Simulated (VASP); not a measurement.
Consider the following.

```yaml
crystal:
  lattice:
    - [-1.68750, 1.68750, 1.68750]
    - [1.68750, -1.68750, 1.68750]
    - [1.68750, 1.68750, -1.68750]
  atoms:
    - { symbol: Cl, position: [0.00000, 0.00000, 0.00000] }
```

Calculation: PBEsol GGA, VASP's PBE PAW potentials (set 64) (plane waves; VASP). Settings: 400 eV cut-off, Gaussian smearing of 0.050 eV, potentials Cl.

Question: Give the energies of bands 2 to 4 at the high-symmetry points, in eV from the Fermi level.

Answer: 
```csv
band,Γ,H,N,P
2,0.83,-2.94,-5.31,-3.00
3,0.83,-2.94,-0.86,-3.00
4,0.83,-2.94,0.53,-3.00
```

It has no gap at this level: it comes out as a metal or semimetal.

The structure was generated: Cl was put into the bcc type (Im-3m), which need not be its known phase. It was relaxed first, which changed the volume by -10 %.
